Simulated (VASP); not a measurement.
Method: r2SCAN meta-GGA, VASP's PBE PAW potentials (set 64) (plane waves; VASP 6.6.1).

Input for VASP

### POSCAR
```
Ge
1
    5.0733869793     0.0000000000     0.0000000000
   -2.5366934896     4.2246933501     0.0000000000
    0.0000000000     0.0000000000     2.8290992526
Ge
3
Direct
  0.0000000000   0.0000000000   1.0000000000
  0.3333330000   0.6666670000   0.5000000000
  0.6666670000   0.3333330000   0.5000000000
```

KPOINTS:
```
Regular mesh
0
gamma
8 8 10
```

INCAR:
```
SYSTEM = Ge
PREC = Accurate
ENCUT = 480
EDIFF = 1E-7
NELM = 100
ALGO = Normal
LREAL = .FALSE.
LASPH = .TRUE.
ISMEAR = 1
SIGMA = 0.1
METAGGA = R2SCAN
LMIXTAU = .TRUE.
LMAXMIX = 4
LWAVE = .FALSE.
LCHARG = .FALSE.
ISIF = 2
```

POTCAR, in this order: Ge_d (PBE.64 set). Program: vasp_std.

### Question
Predict the energy per atom (σ→0), pressure, band gap (on the k-mesh).

### Answer

```yaml
energy per atom (σ→0): -13.301 eV/atom
band gap (on the k-mesh): none (metal, semimetal or under 0.01 eV)
pressure: -4.37 GPa
```

File OSZICAR:
```
...
DAV:  15    -0.399030917919E+02    0.47996E-05   -0.25482E-05  7318   0.632E-02    0.499E-03
DAV:  16    -0.399031444573E+02   -0.52665E-04   -0.54884E-05  6396   0.495E-02    0.331E-03
DAV:  17    -0.399031370339E+02    0.74233E-05   -0.33722E-06  6789   0.192E-02    0.182E-03
DAV:  18    -0.399031457998E+02   -0.87659E-05   -0.31250E-06  6326   0.170E-02    0.764E-04
DAV:  19    -0.399031460013E+02   -0.20145E-06   -0.48363E-07  6302   0.532E-03    0.221E-04
DAV:  20    -0.399031461580E+02   -0.15678E-06   -0.60902E-08  3931   0.197E-03    0.210E-04
DAV:  21    -0.399031461726E+02   -0.14571E-07   -0.13692E-08  3292   0.111E-03
   1 F= -.39903146E+02 E0= -.39902581E+02  d E =-.169558E-02
```

The structure was generated: Ge was put into the omega type (P6/mmm), which need not be its known phase. This cell was strained or had an atom moved on purpose.
